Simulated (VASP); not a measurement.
A VASP calculation is set up with these files.

File POSCAR:
```
TiCo
1
    3.0498000000     0.0000000000     0.0000000000
    0.0000000000     3.0498000000     0.0000000000
    0.0000000000     0.0000000000     3.0498000000
Ti Co
1 1
Direct
  0.0000000000   0.0000000000   0.0000000000
  0.5000000000   0.5000000000   0.5000000000
```

**INCAR**
```
SYSTEM = TiCo
PREC = Accurate
ENCUT = 400
EDIFF = 1E-6
NELM = 100
ALGO = Normal
LREAL = .FALSE.
LASPH = .TRUE.
ISMEAR = 1
SIGMA = 0.1
GGA = PE
LMAXMIX = 4
LWAVE = .FALSE.
LCHARG = .FALSE.
ISIF = 2
ICHARG = 11
```

File KPOINTS:
```
Automatic mesh
0
Gamma
9 9 9
0 0 0
```

POTCAR, in this order: Ti_sv Co (PBE.64 set). Program: vasp_std.

### Question
What happens when VASP runs on this input?

### Answer
There is a fault: ICHARG = 11 asks for a fixed density, but there is no CHGCAR. VASP stops with an error: ERROR: charge density could not be read from file CHGCAR for ICHARG>10 ----> I REFUSE TO CONTINUE WITH THIS SICK JOB ... BYE!!! <----

standard output:
```
 POSCAR found type information on POSCAR TiCo
 POSCAR found :  2 types and       2 ions
 Reading from existing POTCAR
 Reading from existing POTCAR
 LDA part: xc-table for (Slater+PW92), standard interpolation
 WARNING: stress and forces are not correct
 POSCAR, INCAR and KPOINTS ok, starting setup
 WAVECAR not read
 WARNING: CHGCAR is incomplete

 -----------------------------------------------------------------------------
|                                                                             |
|     EEEEEEE  RRRRRR   RRRRRR   OOOOOOO  RRRRRR      ###     ###     ###     |
|     E        R     R  R     R  O     O  R     R     ###     ###     ###     |
|     E        R     R  R     R  O     O  R     R     ###     ###     ###     |
|     EEEEE    RRRRRR   RRRRRR   O     O  RRRRRR       #       #       #      |
|     E        R   R    R   R    O     O  R   R                               |
|     E        R    R   R    R   O     O  R    R      ###     ###     ###     |
|     EEEEEEE  R     R  R     R  OOOOOOO  R     R     ###     ###     ###     |
|                                                                             |
|     ICHARG>10                                                               |
|                                                                             |
|       ---->  I REFUSE TO CONTINUE WITH THIS SICK JOB ... BYE!!! <----       |
|                                                                             |
 -----------------------------------------------------------------------------
```

To mend it, run self-consistently first and keep its CHGCAR, or remove ICHARG. The plain static run on this cell (PBE GGA, plane waves, VASP's PBE PAW potentials (set 64)) converges, and its OSZICAR ends with
```
   1 F= -.15533970E+02 E0= -.15532073E+02  d E =-.568977E-02
```

The compound is TiCo in the CsCl type structure. The cell was not relaxed at this level. The run is not spin-polarised, so no magnetic state was tried. The electron count is odd and the run is not spin-polarised, which forces a metal.
